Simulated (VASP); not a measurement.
Output of a VASP run:

**OSZICAR**
```
       N       E                     dE             d eps       ncg     rms          rms(c)
DAV:   1     0.163369772634E+03    0.16337E+03   -0.11397E+04  2535   0.197E+03
DAV:   2    -0.132247825897E+01   -0.16469E+03   -0.16099E+03  2639   0.409E+02
DAV:   3    -0.887848613100E+01   -0.75560E+01   -0.75206E+01  3157   0.933E+01
DAV:   4    -0.901361165522E+01   -0.13513E+00   -0.13501E+00  2997   0.120E+01
DAV:   5    -0.902124502816E+01   -0.76334E-02   -0.76314E-02  3825   0.258E+00    0.618E+00
DAV:   6    -0.884115483873E+01    0.18009E+00   -0.46785E-01  3010   0.104E+01    0.278E+00
DAV:   7    -0.880704865558E+01    0.34106E-01   -0.79650E-02  3313   0.521E+00    0.128E+00
DAV:   8    -0.880002691487E+01    0.70217E-02   -0.23551E-02  2814   0.150E+00    0.392E-01
DAV:   9    -0.879913446435E+01    0.89245E-03   -0.19279E-03  3262   0.765E-01    0.601E-02
DAV:  10    -0.879912196684E+01    0.12498E-04   -0.48636E-05  3252   0.107E-01    0.257E-02
DAV:  11    -0.879912915459E+01   -0.71878E-05   -0.52160E-06  3019   0.243E-02    0.313E-03
DAV:  12    -0.879912917190E+01   -0.17309E-07   -0.30874E-07  2978   0.606E-03
   1 F= -.87991292E+01 E0= -.87991292E+01  d E =0.000000E+00
```

**OUTCAR**
```
------------------------ aborting loop because EDIFF is reached ----------------------------------------
  FORCE on cell =-STRESS in cart. coord.  units (eV):
  Direction    XX          YY          ZZ          XY          YZ          ZX
  --------------------------------------------------------------------------------------
  Total       -0.0535635     -0.0535635     -0.0535635      0.0000000      0.0000000     -0.0000000
  in kB       -2.3606626     -2.3606626     -2.3606626      0.0000000      0.0000000     -0.0000000
  external PRESSURE =      -2.3606626 kB  Pullay stress =       0.0000000 kB
  volume of cell :       36.35
      direct lattice vectors                 reciprocal lattice vectors
     3.312698150  0.000000000  0.000000000     0.301868735  0.000000000  0.000000000
     0.000000000  3.312698150  0.000000000     0.000000000  0.301868735  0.000000000
     0.000000000  0.000000000  3.312698150     0.000000000  0.000000000  0.301868735
 POSITION                                       TOTAL-FORCE (eV/Angst)
 -----------------------------------------------------------------------------------
      1.65635      1.65635      1.65635         0.000000      0.000000      0.000000
      0.00000      0.00000      0.00000         0.000000      0.000000      0.000000
 -----------------------------------------------------------------------------------
    total drift:                                0.000000      0.000000      0.000000
  FREE ENERGIE OF THE ION-ELECTRON SYSTEM (eV)
  ---------------------------------------------------
  free  energy   TOTEN  =        -8.7991291719 eV

  energy  without entropy=       -8.7991291719  energy(sigma->0) =       -8.79912917

 total charge

# of ion       s       p       d       tot
------------------------------------------
    1        0.822   0.698   9.895  11.415
    2        0.407   0.385   8.646   9.437
--------------------------------------------------
tot          1.229   1.082  18.541  20.852
```
(Selected blocks of OUTCAR.)

**POSCAR**
```
PdIn
1
    3.3126981504     0.0000000000     0.0000000000
    0.0000000000     3.3126981504     0.0000000000
    0.0000000000     0.0000000000     3.3126981504
In Pd
1 1
Direct
  0.5000000000   0.5000000000   0.5000000000
  0.0000000000   0.0000000000   0.0000000000
```

### Question
Write an INCAR and KPOINTS that could have produced this output.

### Answer
Several could match; the one computed here: the input of the run itself, PW91 GGA, plane waves, VASP's PBE PAW potentials (set 64).

### INCAR
```
# general
SYSTEM  = PdIn
PREC    = Accurate
ENCUT   = 520
LREAL   = .FALSE.
LASPH   = .TRUE.

# electronic loop
EDIFF   = 1E-7
NELM    = 100
ALGO    = Normal
LMAXMIX = 4

# smearing
ISMEAR  = -5

# functional
GGA     = 91

# ions
ISIF    = 2

# output
LWAVE   = .FALSE.
LCHARG  = .TRUE.
LORBIT  = 11
NEDOS   = 601
```

**KPOINTS**
```
Automatic mesh
0
G
 12 12 12
0 0 0
```

POTCAR, in this order: In_d Pd (PBE.64 set). Program: vasp_std.

For a metal the tetrahedron method with Blöchl corrections gives inexact stress and forces.

The compound is PdIn in the CsCl type structure. It was relaxed first, which changed the volume by +6 %. The electron count is odd and the run is not spin-polarised, which forces a metal.
